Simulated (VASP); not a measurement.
Output of a VASP run:

OUTCAR:
```
 ion  position               nearest neighbor table
   1  0.000  1.000  1.000-  83 2.40  94 2.40  47 2.40  36 2.40  95 2.40  35 2.40
   2  0.001  0.001  0.500-  37 2.39  49 2.40  81 2.40  93 2.40  96 2.40  34 2.41
   3  0.000  0.250  1.000-  83 2.40  82 2.40  39 2.40  40 2.40  87 2.40  35 2.40
   4  0.001  0.250  0.500-  37 2.39  41 2.40  81 2.40  85 2.40  84 2.41  38 2.41
   5  0.000  0.500  1.000-  91 2.40  44 2.40  43 2.40  87 2.40  86 2.40  39 2.40
   6  0.000  0.500  0.500-  45 2.40  85 2.40  41 2.40  88 2.40  42 2.41  89 2.41
   7  0.000  0.750  1.000-  91 2.40  48 2.40  95 2.40  43 2.40  47 2.40  90 2.40
   8  0.000  0.750  0.500-  45 2.40  93 2.40  49 2.40  92 2.40  46 2.41  89 2.41
   9  0.250  0.000  0.000-  47 2.40  62 2.40  48 2.40  36 2.40  52 2.40  51 2.41
  10  0.250  0.001  0.500-  49 2.40  50 2.40  34 2.40  64 2.40  46 2.40  53 2.41
  11  0.250  0.250  0.000-  54 2.40  51 2.40  35 2.40  36 2.40  40 2.40  55 2.40
  12  0.417  0.334  0.384-  13 2.57  23 2.57  21 2.58
  13  0.250  0.250  0.503-  56 2.38  53 2.38  37 2.40  38 2.40  34 2.40  12 2.57
  14  0.250  0.500  0.000-  44 2.40  39 2.40  58 2.40  59 2.40  40 2.40  54 2.41
  15  0.251  0.500  0.501-  41 2.40  57 2.40  38 2.40  60 2.40  42 2.41  56 2.41
  16  0.250  0.750  1.000-  44 2.40  48 2.40  63 2.40  43 2.40  62 2.40  58 2.40
  17  0.250  0.750  0.500-  45 2.40  61 2.40  64 2.40  60 2.40  42 2.41  46 2.41
  18  0.500  1.000  1.000-  67 2.40  78 2.40  62 2.40  52 2.40  63 2.40  66 2.40
  19  0.500  0.000  0.500-  68 2.39  65 2.40  64 2.40  61 2.40  80 2.40  50 2.41
  20  0.500  0.250  0.000-  70 2.40  51 2.40  66 2.40  52 2.40  71 2.40  55 2.40
  21  0.501  0.250  0.504-  53 2.38  72 2.38  69 2.40  50 2.40  68 2.40  12 2.58
  22  0.500  0.500  0.000-  54 2.40  70 2.40  74 2.40  59 2.40  75 2.40  55 2.40
  23  0.501  0.501  0.504-  56 2.38  72 2.38  73 2.39  57 2.40  76 2.40  12 2.57
  24  0.500  0.750  1.000-  79 2.40  78 2.40  59 2.40  58 2.40  63 2.40  74 2.40
  25  0.500  0.750  0.500-  76 2.39  77 2.40  60 2.40  80 2.40  61 2.40  57 2.41
  26  0.750  1.000  0.999-  83 2.40  79 2.40  67 2.40  94 2.40  78 2.40  82 2.40
  27  0.750  0.000  0.501-  96 2.40  84 2.40  80 2.40  65 2.40  81 2.40  77 2.41
  28  0.750  0.250  1.000-  67 2.40  86 2.40  82 2.40  71 2.40  87 2.40  66 2.40
  29  0.750  0.250  0.500-  68 2.39  88 2.40  85 2.40  65 2.40  84 2.40  69 2.41
  30  0.750  0.500  0.000-  91 2.40  86 2.40  90 2.40  75 2.40  71 2.40  70 2.41
  31  0.750  0.500  0.501-  73 2.40  69 2.40  88 2.40  92 2.40  89 2.40  72 2.41
  32  0.750  0.750  1.000-  79 2.40  94 2.40  75 2.40  90 2.40  95 2.40  74 2.40
  33  0.750  0.750  0.500-  76 2.39  92 2.40  93 2.40  77 2.40  96 2.40  73 2.41
  34  0.169  0.085  0.404-  13 2.40  10 2.40   2 2.41
  35  0.083  0.167  0.096-  11 2.40   3 2.40   1 2.40
  36  0.167  0.083  0.904-  11 2.40   1 2.40   9 2.40
  37  0.082  0.166  0.596-   2 2.39   4 2.39  13 2.40
  38  0.169  0.334  0.404-  13 2.40  15 2.40   4 2.41
  39  0.083  0.417  0.096-  14 2.40   3 2.40   5 2.40
  40  0.167  0.333  0.904-   3 2.40  11 2.40  14 2.40
  41  0.084  0.417  0.596-  15 2.40   4 2.40   6 2.40
  42  0.167  0.583  0.404-  15 2.41  17 2.41   6 2.41
  43  0.083  0.667  0.096-   5 2.40   7 2.40  16 2.40
  44  0.167  0.583  0.904-  16 2.40   5 2.40  14 2.40
  45  0.083  0.667  0.595-   8 2.40  17 2.40   6 2.40
  46  0.167  0.834  0.404-  10 2.40   8 2.41  17 2.41
  47  0.083  0.917  0.096-   9 2.40   1 2.40   7 2.40
  48  0.167  0.834  0.904-  16 2.40   7 2.40   9 2.40
  49  0.084  0.917  0.596-  10 2.40   2 2.40   8 2.40
  50  0.417  0.085  0.405-  21 2.40  10 2.40  19 2.41
  51  0.334  0.167  0.097-  20 2.40  11 2.40   9 2.41
  52  0.417  0.083  0.904-  20 2.40  18 2.40   9 2.40
  53  0.334  0.168  0.597-  13 2.38  21 2.38  10 2.41
  54  0.334  0.416  0.097-  11 2.40  22 2.40  14 2.41
  55  0.417  0.333  0.904-  20 2.40  11 2.40  22 2.40
  56  0.334  0.416  0.597-  13 2.38  23 2.38  15 2.41
  57  0.417  0.582  0.405-  23 2.40  15 2.40  25 2.41
  58  0.333  0.667  0.096-  14 2.40  24 2.40  16 2.40
  59  0.417  0.583  0.904-  24 2.40  22 2.40  14 2.40
  60  0.333  0.666  0.596-  15 2.40  25 2.40  17 2.40
  61  0.417  0.833  0.404-  17 2.40  19 2.40  25 2.40
  62  0.333  0.917  0.096-   9 2.40  18 2.40  16 2.40
  63  0.417  0.833  0.904-  24 2.40  16 2.40  18 2.40
  64  0.333  0.917  0.596-  10 2.40  17 2.40  19 2.40
  65  0.667  0.083  0.404-  19 2.40  29 2.40  27 2.40
  66  0.583  0.167  0.096-  20 2.40  18 2.40  28 2.40
  67  0.667  0.083  0.904-  26 2.40  18 2.40  28 2.40
  68  0.584  0.166  0.597-  19 2.39  29 2.39  21 2.40
  69  0.665  0.333  0.405-  21 2.40  31 2.40  29 2.41
  70  0.583  0.416  0.097-  20 2.40  22 2.40  30 2.41
  71  0.667  0.333  0.904-  28 2.40  20 2.40  30 2.40
  72  0.583  0.416  0.597-  21 2.38  23 2.38  31 2.41
  73  0.665  0.582  0.405-  23 2.39  31 2.40  33 2.41
  74  0.583  0.667  0.096-  22 2.40  32 2.40  24 2.40
  75  0.667  0.583  0.904-  32 2.40  22 2.40  30 2.40
  76  0.584  0.669  0.597-  25 2.39  33 2.39  23 2.40
  77  0.667  0.834  0.404-  25 2.40  33 2.40  27 2.41
  78  0.583  0.917  0.096-  18 2.40  24 2.40  26 2.40
  79  0.667  0.833  0.904-  26 2.40  32 2.40  24 2.40
...
```

### OSZICAR
```
       N       E                     dE             d eps       ncg     rms          rms(c)
DAV:   1     0.594465045730E+04    0.59447E+04   -0.30901E+05  1696   0.128E+03
DAV:   2     0.134277873346E+03   -0.58104E+04   -0.54977E+04  2288   0.304E+02
DAV:   3    -0.513282112981E+03   -0.64756E+03   -0.61395E+03  1928   0.998E+01
DAV:   4    -0.541461224352E+03   -0.28179E+02   -0.27802E+02  2088   0.217E+01
DAV:   5    -0.542178600148E+03   -0.71738E+00   -0.71639E+00  2080   0.362E+00    0.988E+01
RMM:   6    -0.504197259365E+03    0.37981E+02   -0.26168E+02  1696   0.201E+01    0.592E+01
RMM:   7    -0.497904976604E+03    0.62923E+01   -0.28727E+01  1696   0.824E+00    0.278E+01
RMM:   8    -0.497344296345E+03    0.56068E+00   -0.24691E+00  1700   0.238E+00    0.490E+00
RMM:   9    -0.497349812305E+03   -0.55160E-02   -0.13511E+00  1701   0.148E+00    0.186E+00
RMM:  10    -0.497332813207E+03    0.16999E-01   -0.30963E-01  1788   0.737E-01    0.102E+00
RMM:  11    -0.497336236448E+03   -0.34232E-02   -0.73461E-02  1902   0.326E-01    0.645E-01
RMM:  12    -0.497337468723E+03   -0.12323E-02   -0.15168E-02  1706   0.171E-01    0.244E-01
RMM:  13    -0.497337807866E+03   -0.33914E-03   -0.40903E-03  1872   0.846E-02    0.112E-01
RMM:  14    -0.497337866737E+03   -0.58871E-04   -0.10213E-03  2050   0.369E-02    0.723E-02
RMM:  15    -0.497337891281E+03   -0.24544E-04   -0.16247E-04  1644   0.147E-02    0.366E-02
RMM:  16    -0.497337899775E+03   -0.84940E-05   -0.39812E-05  1195   0.827E-03
   1 F= -.49733790E+03 E0= -.49732325E+03  d E =-.497338E+03  mag=     1.0000
       N       E                     dE             d eps       ncg     rms          rms(c)
DAV:   1    -0.497338064837E+03   -0.17356E-03   -0.12299E-01  1832   0.392E-01    0.158E-01
RMM:   2    -0.497338253354E+03   -0.18852E-03   -0.20681E-03  1696   0.731E-02    0.477E-02
RMM:   3    -0.497338291189E+03   -0.37835E-04   -0.40751E-04  1732   0.312E-02    0.416E-02
RMM:   4    -0.497338288029E+03    0.31601E-05   -0.10664E-04  1463   0.146E-02    0.352E-02
RMM:   5    -0.497338284195E+03    0.38341E-05   -0.29023E-05  1144   0.737E-03
   2 F= -.49733828E+03 E0= -.49732353E+03  d E =-.384420E-03  mag=     1.0000
```

### OUTCAR
```
------------------------ aborting loop because EDIFF is reached ----------------------------------------
  FORCE on cell =-STRESS in cart. coord.  units (eV):
  Direction    XX          YY          ZZ          XY          YZ          ZX
  --------------------------------------------------------------------------------------
  Total      -12.7711337    -12.7985211    -14.1109687      0.0006179      0.0035380     -0.0273304
  in kB       -9.0511346     -9.0705446    -10.0007001      0.0004379      0.0025075     -0.0193695
  external PRESSURE =      -9.3741264 kB  Pullay stress =       0.0000000 kB
  volume of cell :     2260.67
      direct lattice vectors                 reciprocal lattice vectors
    14.301008835  0.000000000  0.000000000     0.069925137  0.040371296  0.000000000
    -7.150504418 12.385036986  0.000000000     0.000000000  0.080742593  0.000000000
     0.000000000  0.000000000 12.763595301     0.000000000  0.000000000  0.078347830
 POSITION                                       TOTAL-FORCE (eV/Angst)
 -----------------------------------------------------------------------------------
     -7.14927     12.38421     12.76158        -0.001175     -0.000067     -0.000448
      0.00523      0.00738      6.37958         0.000710      0.008030      0.003108
     -1.78796      3.09777     12.76184         0.003204     -0.004905      0.000332
     -1.77894      3.09781      6.37955         0.006317     -0.002730      0.004365
     -3.57531      6.19322     12.76080        -0.000446      0.003059      0.006925
     -3.57254      6.18973      6.38438        -0.001231      0.001253      0.005233
     -5.36215      9.28848     12.75938        -0.000268      0.000528      0.000352
     -5.36398      9.29224      6.38570         0.004015     -0.000245      0.003797
      3.57521      0.00021      0.00540         0.000098      0.000999      0.003121
      3.57742      0.00719      6.38608        -0.001709     -0.004156      0.002797
      1.78793      3.09653      0.00261         0.000017     -0.000160      0.003017
      3.58277      4.13326      4.89664        -0.009789     -0.008582     -0.018790
      1.78643      3.09545      6.41840        -0.013746      0.000747     -0.001373
      0.00008      6.19251      0.00569         0.001626     -0.000783      0.003769
      0.00782      6.19130      6.38823         0.001331     -0.000403      0.004950
     -1.78847      9.28852     12.75926         0.000135      0.000143      0.000081
     -1.78325      9.29082      6.38575         0.001217      0.002014      0.002472
     -0.00127     12.38413     12.76152         0.000569      0.002579      0.001258
      7.14985      0.00544      6.38189         0.000247      0.005885      0.002488
      5.36235      3.09647      0.00264         0.000180     -0.000084      0.003179
      5.37187      3.09451      6.42629         0.022360     -0.012048     -0.008541
      3.57511      6.19212      0.00224         0.001527      0.002455      0.014085
      3.57931      6.20097      6.42498        -0.001227      0.012772     -0.012893
      1.78605      9.28841     12.76154         0.000921     -0.000498     -0.002692
      1.79290      9.28493      6.38435         0.002952     -0.002233     -0.001551
     10.72575      0.00009     12.75584         0.001424     -0.000200     -0.004805
     10.72776      0.00105      6.39184         0.003512      0.001268     -0.002853
      8.93834      3.09765     12.76189        -0.000666     -0.000023     -0.001021
      8.93582      3.09610      6.38330        -0.006228      0.004506     -0.000573
      7.15041      6.19243      0.00607        -0.004930     -0.000736      0.004705
      7.14937      6.19166      6.39231         0.001509     -0.000323      0.003753
      5.36433      9.28837     12.76160        -0.000103     -0.000158     -0.002280
      5.36207      9.28627      6.38546        -0.000860     -0.005241     -0.001624
      1.80330      1.05608      5.15780         0.001451     -0.001543      0.001881
     -0.00004      2.06420      1.22804        -0.002080     -0.000473     -0.000659
      1.78947      1.03364     11.53710         0.000238      0.000439      0.001422
     -0.01439      2.05657      7.61401        -0.009724     -0.006163      0.009306
      0.02848      4.13171      5.15925         0.001655      0.002703      0.002846
     -1.78862      5.15975      1.22856        -0.001978     -0.001401      0.000966
      0.00158      4.12897     11.53691         0.002024      0.001217      0.001928
     -1.78062      5.16030      7.61018        -0.001921      0.000636      0.005844
     -1.78080      7.22360      5.15580         0.000176      0.001342      0.002492
     -3.57527      8.25758      1.22707         0.000057     -0.000931     -0.000023
     -1.78463      7.22263     11.53914         0.002964     -0.000222      0.001633
     -3.57399      8.25754      7.59518         0.002420     -0.000934      0.002834
     -3.57344     10.32594      5.15489         0.001772     -0.002071      0.003510
     -5.36388     11.35193      1.22790        -0.002527      0.000193      0.000832
     -3.57533     10.32451     11.53782         0.000105      0.001058     -0.000052
     -5.35939     11.35939      7.60974         0.001819     -0.000674      0.006523
      5.35330      1.05761      5.16309        -0.003104     -0.004009     -0.008392
      3.57516      2.06992      1.23342         0.000375     -0.001546      0.003770
      5.36097      1.03363     11.53711        -0.000091      0.000531      0.001348
      3.57638      2.07666      7.61448         0.000190      0.004326     -0.009958
      1.79239      5.15723      1.23331         0.001468      0.000548      0.003391
      3.57517      4.12834     11.53580         0.000076     -0.001645      0.001600
      1.80001      5.15453      7.61499         0.009963     -0.000060     -0.011519
...
```
(Selected blocks of OUTCAR.)

File POSCAR:
```
Pt33S63
1
   14.3010088352     0.0000000000     0.0000000000
   -7.1505044176    12.3850369864     0.0000000000
    0.0000000000     0.0000000000    12.7635953008
Pt S
33 63
Direct
  0.0000628492   0.9999238124   0.9998297974
  0.0006908063   0.0006783219   0.4998618176
  0.0000426864   0.2501052866   0.9998770163
  0.0006721697   0.2500805681   0.4998239649
  0.0000327783   0.5000797543   0.9998179818
  0.0000716182   0.4997794729   0.5002096123
  0.0000351944   0.7499748182   0.9996768630
  0.0000682052   0.7502827318   0.5002652085
  0.2500106702   0.0000284435   0.0004198527
  0.2503920633   0.0005325011   0.5003182001
  0.2500254074   0.2500237787   0.0001787423
  0.4173211846   0.3337401663   0.3836009709
  0.2498850812   0.2499947488   0.5028879727
  0.2500088205   0.4999959928   0.0004273877
  0.2505044668   0.4998915600   0.5005009643
  0.2499324268   0.7499775462   0.9996655365
  0.2503870720   0.7501730443   0.5002818714
  0.4998675215   0.9999391504   0.9998552495
  0.5001728391   0.0004251359   0.5000024065
  0.4999764077   0.2500160585   0.0001805023
  0.5006800319   0.2497812898   0.5035969383
  0.4999675025   0.4999642912   0.0002237017
  0.5006894735   0.5007548783   0.5035272218
  0.4998680324   0.7499635740   0.9998502189
  0.5002305032   0.7496900812   0.5002098254
  0.7500177785   0.9999983900   0.9993912878
  0.7502104493   0.0000933199   0.5007427500
  0.7500727263   0.2501246249   0.9998704345
  0.7498387915   0.2499581263   0.5001168745
  0.7499714672   0.4999893840   0.0004609524
  0.7499082802   0.4999298138   0.5008241795
  0.7500891733   0.7499663981   0.9998559373
  0.7498387492   0.7498286181   0.5002796789
  0.1687155786   0.0852389085   0.4040812748
  0.0833372097   0.1666824340   0.0962147740
  0.1668554851   0.0834577972   0.9039134413
  0.0820706772   0.1660673408   0.5964465473
  0.1687707984   0.3335831587   0.4042062084
  0.0832414347   0.4166209962   0.0962368490
  0.1667952974   0.3333802004   0.9038931091
  0.0838323854   0.4166704099   0.5961975311
  0.1671025837   0.5832486678   0.4039389775
  0.0833626217   0.6667279930   0.0961181889
  0.1667999426   0.5831821074   0.9040580705
  0.0834388479   0.6667255272   0.5950560069
  0.1669952231   0.8337515202   0.4038844312
  0.0832355684   0.9165817028   0.0961902158
  0.1668032634   0.8336164215   0.9039652999
  0.0838488914   0.9171943025   0.5961690897
  0.4170517097   0.0854304562   0.4045476018
  0.3335569041   0.1671272583   0.0966154745
  0.4165946736   0.0834569384   0.9039072552
  0.3339016619   0.1676517552   0.5966496823
  0.3335440315   0.4164155881   0.0965958661
  0.4166589936   0.3333277151   0.9037966227
  0.3339037468   0.4161747442   0.5966574981
  0.4171096350   0.5816398089   0.4047085888
  0.3333678573   0.6668014796   0.0962377201
  0.4166232642   0.5832103134   0.9039245640
  0.3334964246   0.6664629349   0.5964368303
  0.4169965212   0.8333888817   0.4041433412
  0.3333476078   0.9165819716   0.0961925872
  0.4166701172   0.8333156016   0.9035292599
  0.3334473698   0.9170260768   0.5962853280
  0.6669008503   0.0832489544   0.4037438400
  0.5833282990   0.1666667843   0.0962145252
  0.6665647884   0.0834265399   0.9039308440
  0.5844860369   0.1656598489   0.5970414422
  0.6651331888   0.3334235046   0.4048463144
  0.5828462722   0.4164041585   0.0966085881
  0.6665755817   0.3333824423   0.9039096591
  0.5828398941   0.4163317919   0.5970543703
  0.6651747698   0.5817412033   0.4049185502
  0.5833447603   0.6666982218   0.0962264742
  0.6665750094   0.5831973277   0.9039474911
  0.5844954741   0.6686889199   0.5972962892
  0.6668672849   0.8335288157   0.4038602742
  0.5833325474   0.9166917165   0.0957877099
  0.6665730744   0.8331513054   0.9038944200
  0.5833126344   0.9166764858   0.5961612369
  0.9166069775   0.0833690731   0.4036174947
  0.8333197319   0.1666484540   0.0958776473
  0.9168546482   0.0834268550   0.9039360916
  0.8337543422   0.1668710292   0.5961151563
  0.9166397888   0.3330907409   0.4040334684
  0.8333772238   0.4166119824   0.0962508092
  0.9166491101   0.3333104276   0.9035869298
  0.8333372432   0.4165997906   0.5964261454
  0.9164341521   0.5832468195   0.4040362936
  0.8334266050   0.6668059704   0.0962524044
  0.9163537605   0.5831737744   0.9040825993
  0.8333463755   0.6666485895   0.5965535304
  0.9166205268   0.8335150551   0.4041316737
  0.8333458218   0.9166885615   0.0957940764
  0.9166414968   0.8333204343   0.9035388539
  0.8338021747   0.9169167268   0.5960806406
```

Write an INCAR and KPOINTS that could have produced this output.

One answer among several that fit: the input of the run itself, PBE GGA, plane waves, VASP's PBE PAW potentials (set 64).

### INCAR
```
! general
SYSTEM   =  Pt33S63
PREC     =  Normal
ENCUT    =  400
LREAL    =  Auto
LASPH    =  .TRUE.
ISYM     =  0
NELECT   =  707.0

! electronic loop
EDIFF    =  1E-5
NELM     =  100
NELMIN   =  4
ALGO     =  Fast
LMAXMIX  =  6

! smearing
ISMEAR   =  0
SIGMA    =  0.05

! functional
GGA      =  PE

! spin
ISPIN    =  2
NUPDOWN  =  1

! ions
IBRION   =  2
NSW      =  120
ISIF     =  2
EDIFFG   =  -0.03

! output
LWAVE    =  .FALSE.
LCHARG   =  .FALSE.
LORBIT   =  10
```

KPOINTS:
```
Automatic mesh
0
Gamma
1 1 1
0 0 0
```

POTCAR, in this order: Pt S (PBE.64 set). Program: vasp_gam. The INCAR's line for the spin-polarised start is left out here.

The cell is charged, with a uniform compensating background. The supercell is sampled at Γ alone, which is coarse: total energies, pressure and levels can be off, energies of defects by several tenths of an eV. The run has a spin-polarised start.

The cell is a supercell with a defect, built from a database entry that may be metastable or hypothetical: Pt_S, charge +1.
